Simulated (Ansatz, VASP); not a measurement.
# GaAs in two plane-wave programs, part 2 of 2

One calculation is typed for both programs; each brings its own data sets. How far apart do they land? The cell is taken from a series of runs on this material, whose earlier steps may have relaxed, scaled, displaced or heated it; both programs get it as it stands.

VASP 6.6.1 and Ansatz 0.2.0.

So far. Step 2 (Ansatz: single point, r2SCAN, spin-orbit coupling, pair …): The run ends at a pressure of 0.00 GPa. Step 3 (VASP: single point, r2SCAN, spin-orbit coupling, pair 1): The run ends at a pressure of 0.14 GPa.

## Step 5: VASP: single point, r2SCAN, spin-orbit coupling, pair 2

Level of this step: r2SCAN, spin-orbit coupling; plane waves and PAW (Ga_d, As) (VASP).

A single point gives forces, pressure and levels at one fixed geometry, so differences don't come from the geometry; what else differs is listed under the comparison. The cell compared in this pair holds 44.38 Å³, against 45.45 Å³ for the pair before.

Contents of INCAR:

```
SYSTEM = GaAs
PREC = Accurate
ENCUT = 550
EDIFF = 1E-06
NELM = 200
ISMEAR = 0
SIGMA = 0.02
LREAL = .FALSE.
ALGO = Normal
METAGGA = R2SCAN
LASPH = .TRUE.
LNONCOLLINEAR = .TRUE.
MAGMOM = 0 0 0 0 0 0
NBANDS = 30
GGA_COMPAT = .FALSE.
LSORBIT = .TRUE.
LORBIT = 11
LWAVE = .FALSE.
LCHARG = .FALSE.
ISIF = 2
EFERMI = MIDGAP
LMIXTAU = .TRUE.
KPAR = 2
```

Contents of POSCAR:

```
GaAs
1.0
    0.0000000000      2.7758267313      2.8800703326
    2.7758267313      0.0000000000      2.8800703326
    2.7758267313      2.7758267313      0.0000000000
Ga As
1 1
Direct
    0.0000000000      0.0000000000      0.0000000000
    0.7500000000      0.7500000000      0.7500000000
```

Contents of KPOINTS:

```
Automatic mesh
0
Gamma
6 6 6
0 0 0
```

PAW data sets: Ga_d and As (PBE family, release 64).

Run with:

```sh
$ mpirun -np 2 vasp_ncl
```

Numbers of over 12 decimals in the logs are rounded to 6 here.

The log of the run:

```text
[banner, memory and clock lines left out]
running    2 mpi-ranks, on    1 nodes
[...]
[... a notice as in an earlier step ...]

 LDA part: xc-table for (None), standard interpolation
 POSCAR, INCAR and KPOINTS ok, starting setup
[...]
entering main loop
       N       E                     dE             d eps       ncg     rms          rms(c)
DAV:   1     0.117928398464E+03    0.11793E+03   -0.88033E+03  2742   0.180E+03
DAV:   2    -0.102189032040E+02   -0.12815E+03   -0.12076E+03  2566   0.474E+02
DAV:   3    -0.284572574771E+02   -0.18238E+02   -0.17969E+02  2896   0.122E+02
DAV:   4    -0.291018720449E+02   -0.64461E+00   -0.64334E+00  2934   0.249E+01
[...]
DAV:  15    -0.270370798545E+02   -0.12541E-03   -0.87468E-05  2586   0.996E-02    0.712E-03
DAV:  16    -0.270371021994E+02   -0.22345E-04   -0.63009E-06  2636   0.295E-02    0.366E-03
DAV:  17    -0.270371026913E+02   -0.49187E-06   -0.11013E-06  2336   0.123E-02
   1 F= -.27037103E+02 E0= -.27037103E+02  d E =0.000000E+00  mag=     0.0000    -0.0000    -0.0000
```

OUTCAR, selected parts (step 5):

```text
  Total        0.7859534      0.7859534      0.0404276      0.0000000      0.0000000     -0.0000000
  in kB       28.3719758     28.3719758      1.4593883      0.0000000      0.0000000     -0.0000000
  external PRESSURE =      19.4011133 kB  Pullay stress =       0.0000000 kB

 POSITION                                       TOTAL-FORCE (eV/Angst)
 -----------------------------------------------------------------------------------
      0.00000      0.00000      0.00000         0.000000      0.000000     -0.000000
      4.16374      4.16374      4.32011        -0.000000     -0.000000      0.000000
 -----------------------------------------------------------------------------------
    total drift:                               -0.000004     -0.000004      0.000370

  FREE ENERGIE OF THE ION-ELECTRON SYSTEM (eV)
  ---------------------------------------------------
  free  energy   TOTEN  =       -27.0371026913 eV

  energy  without entropy=      -27.0371026913  energy(sigma->0) =      -27.03710269

 magnetization (x)
# of ion       s       p       d       tot
------------------------------------------
    1       -0.000   0.000  -0.000  -0.000
    2        0.000   0.000  -0.000  -0.000
--------------------------------------------------
tot         -0.000   0.000  -0.000  -0.000

 magnetization (y)
# of ion       s       p       d       tot
------------------------------------------
    1        0.000   0.000   0.000   0.000
    2        0.000   0.000   0.000   0.000
--------------------------------------------------
tot          0.000   0.000   0.000   0.000

 magnetization (z)
# of ion       s       p       d       tot
------------------------------------------
    1        0.000   0.000   0.000   0.000
    2        0.000   0.000   0.000   0.000
--------------------------------------------------
tot          0.000   0.000   0.000   0.000

[... 3 further parts left out ...]
[key lines of the parts left out:]
E-fermi :   4.5138
```

The run ends at a pressure of 1.94 GPa.

## Step 6: Ansatz: single point, r2SCAN, spin-orbit coupling, pair 2

The same cell, functional, mesh and smearing now go to Ansatz, which takes its cutoff from its data sets.

The cell is taken from a series of runs on this material, whose earlier steps may have relaxed, scaled, displaced or heated it; both programs get it as it stands.

Contents of input.yaml:

```yaml
crystal:
  lattice:
    - [0.0, 2.7758267313, 2.8800703326]
    - [2.7758267313, 0.0, 2.8800703326]
    - [2.7758267313, 2.7758267313, 0.0]
  atoms:
    - { symbol: Ga, position: [0.0, 0.0, 0.0] }
    - { symbol: As, position: [0.75, 0.75, 0.75] }
kpoints:
  mp_grid: { grid: [6, 6, 6] }
hamiltonian:
  xc: r2scan
  pseudopotentials: { kind: paw_fr, azcp: { folder: soft_1 } }
scf:
  occupations: { method: gaussian, width: 0.02 }
output:
  forces: true
  stress: true
  eigenvalues: true
magnetization:
  noncollinear: true
  spin_orbit: true
```

Run with:

```sh
$ ansatz run input.yaml --threads 4 --pin off --max-ram 16384MiB --backend cpu --events-out ev --progress --plain --runs-dir out
```

The log of the run:

```text
[...]
Crystal: 2 atoms, lattice volume = 44.383 Å³
Basis set: ecut = 500 eV, 1131 PW (Γ), exchange–correlation on 120×120×120 points (64 copies of the dense FFT grid, shifted against one another)
Bands: 36, of which v1, the nominal top of the filled ones, is band 28 counted from 1 (27 counted from 0)
Symmetry: 8 space group operations + 8 with time reversal
[...]
k-point 0: bands = [... 24 lower, 7.9936, 7.9936, 8.1095, 8.1095, 9.0762, 9.0762, 11.8503, 11.8503, ... 4 higher]
  k-point 1: bands = [... 24 lower, 7.3700, 7.3756, 7.6660, 7.6699, 10.0255, 10.0259, 12.4771, 12.4871, ... 4 higher]
  k-point 2: bands = [... 24 lower, 6.7600, 6.7615, 7.1153, 7.1179, 9.5567, 9.5582, 12.9007, 12.9027, ... 4 higher]
  k-point 29: bands = [... 24 lower, 5.2137, 5.2137, 5.2998, 5.2998, 9.8270, 9.8270, 10.1251, 10.1251, ... 4 higher]
[key lines of the parts left out:]
SCF converged after 7 iterations
Magnetization: |M| = 0.0000 μB,  M = (+0.0000, +0.0000, +0.0000) μB
Free energy (F): -8650.260606 eV
Fermi energy:    8.592842 eV
P = ⅓ Tr σ = 1.8050 GPa (18.050 kbar)
```

The run ends at a pressure of 1.81 GPa.

## Step 7: Differences

What differs besides the data sets and the points named for the pairs above, as far as they apply: the data sets hold 28 valence electrons in Ansatz (on its PAW fully relativistic soft_1 files) and 18 in VASP. Total energies have different zeros and are not compared.

Both answers:

```csv
quantity,Ansatz,VASP,difference
pressure (GPa),1.80,1.94,-0.14
gap on the k mesh (eV),0.967,0.940,+0.026
```

A gap on the mesh is an upper bound, since the band edges may lie between its points.

## Step 8: VASP: single point, r2SCAN, spin-orbit coupling, pair 3

A single point gives forces, pressure and levels at one fixed geometry, so differences don't come from the geometry; what else differs is listed under the comparison. The cell compared in this pair holds 44.66 Å³, against 44.38 Å³ for the pair before.

INCAR is that of step 5.

Contents of POSCAR:

```
GaAs
1.0
    0.0000000000      2.7899891126      2.8685930761
    2.7899891126      0.0000000000      2.8685930761
    2.7899891126      2.7899891126      0.0000000000
Ga As
1 1
Direct
    0.0000000000      0.0000000000      0.0000000000
    0.7500000000      0.7500000000      0.7500000000
```

KPOINTS is that of step 5.

Run with:

```sh
$ mpirun -np 2 vasp_ncl
```

The log of the run:

```text
[... set-up lines as in an earlier step ...]
 entering main loop
       N       E                     dE             d eps       ncg     rms          rms(c)
DAV:   1     0.117078629168E+03    0.11708E+03   -0.87306E+03  2690   0.180E+03
DAV:   2    -0.108366328928E+02   -0.12792E+03   -0.12053E+03  2620   0.469E+02
DAV:   3    -0.285063685769E+02   -0.17670E+02   -0.17417E+02  2896   0.121E+02
DAV:   4    -0.291118360222E+02   -0.60547E+00   -0.60411E+00  2980   0.241E+01
[...]
DAV:  15    -0.270439355287E+02   -0.13672E-03   -0.88914E-05  2544   0.999E-02    0.688E-03
DAV:  16    -0.270439576073E+02   -0.22079E-04   -0.72498E-06  2628   0.317E-02    0.354E-03
DAV:  17    -0.270439584270E+02   -0.81970E-06   -0.14600E-06  2314   0.146E-02
   1 F= -.27043958E+02 E0= -.27043958E+02  d E =0.000000E+00  mag=    -0.0000     0.0000     0.0000
```

Parts of OUTCAR (step 8):

```text
  Total        0.5902844      0.5902844      0.0343507      0.0000000      0.0000000      0.0000000
  in kB       21.1771704     21.1771704      1.2323739      0.0000000      0.0000000      0.0000000
  external PRESSURE =      14.5289049 kB  Pullay stress =       0.0000000 kB

 POSITION                                       TOTAL-FORCE (eV/Angst)
 -----------------------------------------------------------------------------------
      0.00000      0.00000      0.00000        -0.000000     -0.000000      0.000000
      4.18498      4.18498      4.30289         0.000000      0.000000     -0.000000
 -----------------------------------------------------------------------------------
    total drift:                               -0.000040     -0.000040      0.000332

  FREE ENERGIE OF THE ION-ELECTRON SYSTEM (eV)
  ---------------------------------------------------
  free  energy   TOTEN  =       -27.0439584270 eV

  energy  without entropy=      -27.0439584270  energy(sigma->0) =      -27.04395843

 magnetization (x)
# of ion       s       p       d       tot
------------------------------------------
    1        0.000   0.000   0.000   0.000
    2        0.000   0.000   0.000   0.000
--------------------------------------------------
tot          0.000   0.000   0.000   0.000

 magnetization (y)
# of ion       s       p       d       tot
------------------------------------------
    1        0.000  -0.000   0.000  -0.000
    2       -0.000   0.000   0.000  -0.000
--------------------------------------------------
tot         -0.000  -0.000   0.000  -0.000

 magnetization (z)
# of ion       s       p       d       tot
------------------------------------------
    1        0.000   0.000  -0.000  -0.000
    2       -0.000   0.000  -0.000   0.000
--------------------------------------------------
tot         -0.000   0.000  -0.000   0.000

[... 1 part as in an earlier step ...]

[... 2 further parts left out ...]
[key lines of the parts left out:]
E-fermi :   4.4212
```

The run ends at a pressure of 1.45 GPa.

## Step 9: Ansatz: single point, r2SCAN, spin-orbit coupling, pair 3

The same cell, functional, mesh and smearing now go to Ansatz, which takes its cutoff from its data sets.

The cell is taken from a series of runs on this material, whose earlier steps may have relaxed, scaled, displaced or heated it; both programs get it as it stands.

input.yaml, the sections that differ from step 6:

```yaml
crystal:
  lattice:
    - [0.0, 2.7899891126, 2.8685930761]
    - [2.7899891126, 0.0, 2.8685930761]
    - [2.7899891126, 2.7899891126, 0.0]
  atoms:
    - { symbol: Ga, position: [0.0, 0.0, 0.0] }
    - { symbol: As, position: [0.75, 0.75, 0.75] }
# kpoints, hamiltonian, scf, output, magnetization: as in step 6
```

Run with:

```sh
$ ansatz run input.yaml --threads 4 --pin off --max-ram 16384MiB --backend cpu --events-out ev --progress --plain --runs-dir out
```

The log of the run:

```text
[...]
Crystal: 2 atoms, lattice volume = 44.658 Å³
Basis set: ecut = 500 eV, 1131 PW (Γ), exchange–correlation on 120×120×120 points (64 copies of the dense FFT grid, shifted against one another)
Bands: 36, of which v1, the nominal top of the filled ones, is band 28 counted from 1 (27 counted from 0)
Symmetry: 8 space group operations + 8 with time reversal
[...]
k-point 0: bands = [... 24 lower, 7.9105, 7.9105, 8.0045, 8.0045, 8.9467, 8.9467, 11.7656, 11.7656, ... 4 higher]
  k-point 1: bands = [... 24 lower, 7.3071, 7.3112, 7.5674, 7.5711, 9.9163, 9.9167, 12.3931, 12.4009, ... 4 higher]
  k-point 2: bands = [... 24 lower, 6.7126, 6.7137, 7.0093, 7.0119, 9.4616, 9.4626, 12.8255, 12.8269, ... 4 higher]
  k-point 29: bands = [... 24 lower, 5.1070, 5.1070, 5.1925, 5.1925, 9.7084, 9.7084, 9.9803, 9.9803, ... 4 higher]
[key lines of the parts left out:]
SCF converged after 7 iterations
Magnetization: |M| = 0.0000 μB,  M = (+0.0000, +0.0000, +0.0000) μB
Free energy (F): -8650.267246 eV
Fermi energy:    8.475623 eV
P = ⅓ Tr σ = 1.3207 GPa (13.207 kbar)
```

The run ends at a pressure of 1.32 GPa.

## Step 10: Comparison

What differs besides the data sets and the points named for the pairs above, as far as they apply: the data sets hold 28 valence electrons in Ansatz (on its PAW fully relativistic soft_1 files) and 18 in VASP. Total energies have different zeros and are not compared.

Compared:

```csv
quantity,Ansatz,VASP,difference
pressure (GPa),1.32,1.45,-0.13
gap on the k mesh (eV),0.942,0.916,+0.026
```

A gap on the mesh is an upper bound, since the band edges may lie between its points.

## Step 11: Outcome

```json
{
 "difference in gap on the k mesh (single point, r2SCAN, spin-orbit coupling, pair 1)": "0.026 eV",
 "difference in gap on the k mesh (single point, r2SCAN, spin-orbit coupling, pair 2)": "0.026 eV",
 "difference in gap on the k mesh (single point, r2SCAN, spin-orbit coupling, pair 3)": "0.026 eV"
}
```

What this shows: The difference in gap on the k mesh is 0.026 eV (single point, r2SCAN, spin-orbit coupling, pair 2), within the 0.08 eV picked in this series as the mark of a large difference. The data sets hold unlike numbers of valence electrons (28 in Ansatz and 18 in VASP), so part of the differences comes from the potentials. 3 further runs of this series are not shown here. How closely two codes agree says nothing of how well the functional describes the real material.

[Lines on the potential files, build, host, timing and source positions are cut from VASP's logs without a mark.]

[Logs are printed without paths, hosts, clocks, repeated set-up lines and the standing remarks that a program may print on its own settings, such as how far it seeks lower states.]

[Hosts, paths, dates, database ids (printed as entryN), source tags and the programs' standing remarks are cut or masked in the printed files.]
